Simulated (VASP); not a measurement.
Here is the system:

```
C
1.0
    0.00000     1.76867     1.76867
    1.76867     0.00000     1.76867
    1.76867     1.76867     0.00000
C
2
Cartesian
  0.00000   0.00000   0.00000
  0.88434   0.88434   0.88434
```

All values below come from PBE GGA, VASP's PBE PAW potentials (set 64) (plane waves; VASP 6.6.1). Numerical set-up: 520 eV cut-off, 13×13×13 Γ-centred mesh, Gaussian smearing of 0.050 eV, potentials C.

Q: Give the stress tensor in GPa (positive for a compressed cell).

A: 
```
13.98   0.00   0.00
 0.00  13.98   0.00
 0.00   0.00  13.98
```
The pressure is its mean diagonal, 13.98 GPa.

The compound is C in the diamond structure. This cell is one point of a volume scan, at 0.97 of the reference volume.
